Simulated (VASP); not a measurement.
Given:

```
MgS
1.0
    3.66109     0.00000     0.00000
    0.00000     3.66109     0.00000
    0.00000     0.00000    25.29039
Mg S
4 4
Direct
  0.00000   0.50000   0.34646
  0.50000   0.00000   0.44882
  0.00000   0.50000   0.55118
  0.50000   0.00000   0.65354
  0.00000   0.50000   0.44882
  0.50000   0.00000   0.34646
  0.00000   0.50000   0.65354
  0.50000   0.00000   0.55118
```

All values below come from PBEsol GGA, VASP's PBE PAW potentials (set 64) (plane waves; VASP 6.6.1). Settings: PREC = Normal, EDIFF = 1E-5, 400 eV cut-off, 6×6×1 Γ-centred mesh, Gaussian smearing of 0.050 eV, potentials Mg S.

Problem. The ions are relaxed. Give the cell that the relaxation ends in.

Solution. 
```
MgS
1.0
    3.66109     0.00000     0.00000
    0.00000     3.66109     0.00000
    0.00000     0.00000    25.29039
Mg S
4 4
Direct
  0.00000   0.50000   0.35142
  0.50000   0.00000   0.44573
  0.00000   0.50000   0.55427
  0.50000   0.00000   0.64858
  0.00000   0.50000   0.45031
  0.50000   0.00000   0.34294
  0.00000   0.50000   0.65706
  0.50000   0.00000   0.54969
```

Problem. How much energy does the relaxation gain?

Solution. The energy (σ→0) changes by -16.6 meV/atom, in 8 ionic steps.

The cell is a thin slab with vacuum, built from MgS (rock salt): (100) face.
